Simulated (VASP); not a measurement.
VASP ran on this input.

File KPOINTS:
```
Automatic mesh
0
Gamma
  9 9 6
```

File POSCAR:
```
NiSb
1
    1.9570164867    -3.3896521541     0.0000000000
    1.9570164867     3.3896521541     0.0000000000
    0.0000000000     0.0000000000     5.0973632723
Ni Sb
2 2
Direct
  0.0000000000   0.0000000000   0.5000000000
  0.0000000000   0.0000000000   0.0000000000
  0.3333330000   0.6666670000   0.2500000000
  0.6666670000   0.3333330000   0.7500000000
```

**INCAR**
```
ALGO  =  Normal
EDIFF  =  1E-7
EDIFFG  =  -0.01
ENCUT  =  520
GGA  =  RE
IBRION  =  2
ISIF  =  4
ISMEAR  =  1
LASPH  =  T
LCHARG  =  F
LMAXMIX  =  4
LREAL  =  F
LWAVE  =  F
NELM  =  100
NSW  =  30
PREC  =  Accurate
SIGMA  =  0.1
SYSTEM  =  NiSb
```

POTCAR, in this order: Ni Sb (PBE.64 set). Program: vasp_std.

Question: Write an equivalent input for Quantum ESPRESSO's pw.x.

Answer: One equivalent input (not run):
```
&CONTROL
  calculation = 'vc-relax'
  pseudo_dir = './pseudo'
  outdir = './out'
  tprnfor = .true.
  tstress = .true.
  nstep = 30
  forc_conv_thr = 0.00039
/
&SYSTEM
  ibrav = 0
  nat = 4
  ntyp = 2
  ecutwfc = 98
  occupations = 'smearing'
  smearing = 'methfessel-paxton'
  degauss = 0.00735
  input_dft = 'revpbe'
/
&ELECTRONS
  conv_thr = 7.3e-09
  electron_maxstep = 100
/
&IONS
/
&CELL
  cell_dofree = 'shape'
/
ATOMIC_SPECIES
  Ni 58.693 Ni.upf
  Sb 121.760 Sb.upf
CELL_PARAMETERS angstrom
     1.9570165   -3.3896522    0.0000000
     1.9570165    3.3896522    0.0000000
     0.0000000    0.0000000    5.0973633
ATOMIC_POSITIONS crystal
  Ni   0.0000000  0.0000000  0.5000000
  Ni   0.0000000  0.0000000  0.0000000
  Sb   0.3333330  0.6666670  0.2500000
  Sb   0.6666670  0.3333330  0.7500000
K_POINTS automatic
  9 9 6 0 0 0
```
The two are equivalent in intent, not identical: the potentials are each code's own (VASP's PAW set, PseudoDojo norm-conserving files in pw.x), so ENCUT and ecutwfc are chosen apart and not converted; conv_thr bounds pw.x's estimated SCF error, while EDIFF bounds the energy change between steps; forc_conv_thr acts on force components and is met together with etot_conv_thr.

The compound is NiSb in the NiAs type structure. This cell is one point of a volume scan, at 0.94 of the reference volume. Symmetry was kept, so distortions that lower it aren't found.
